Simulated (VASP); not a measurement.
Consider the following.

```xyz
2
Lattice="0.0000 2.4441 2.4441 2.4441 0.0000 2.4441 2.4441 2.4441 0.0000" Properties=species:S:1:pos:R:3 pbc="T T T"
Ca     0.0000     0.0000     0.0000
O      2.4441     2.4441     2.4441
```

Calculation: vdW-DF2, VASP's PBE PAW potentials (set 64) (plane waves; VASP). Numerical set-up: 520 eV cut-off, Gaussian smearing of 0.050 eV, potentials Ca_sv O.

Q: Give the energies of bands 6 to 11 at the high-symmetry points, in eV from the valence-band maximum.

A: 
| band | Γ | X | U | L | W |
|---|---|---|---|---|---|
| 6 | 0.00 | -1.26 | -1.25 | -2.45 | -1.19 |
| 7 | 0.00 | -0.37 | -1.16 | -1.09 | -1.01 |
| 8 | 0.00 | -0.37 | -0.73 | -1.09 | -1.01 |
| 9 | 4.56 | 3.71 | 5.07 | 6.78 | 6.15 |
| 10 | 5.99 | 7.59 | 7.67 | 7.90 | 6.15 |
| 11 | 5.99 | 8.47 | 8.09 | 7.90 | 7.93 |

The gap is indirect, 3.71 eV, from the valence maximum at Γ to the conduction minimum at X.

The compound is CaO in the rock salt structure. It was relaxed first.
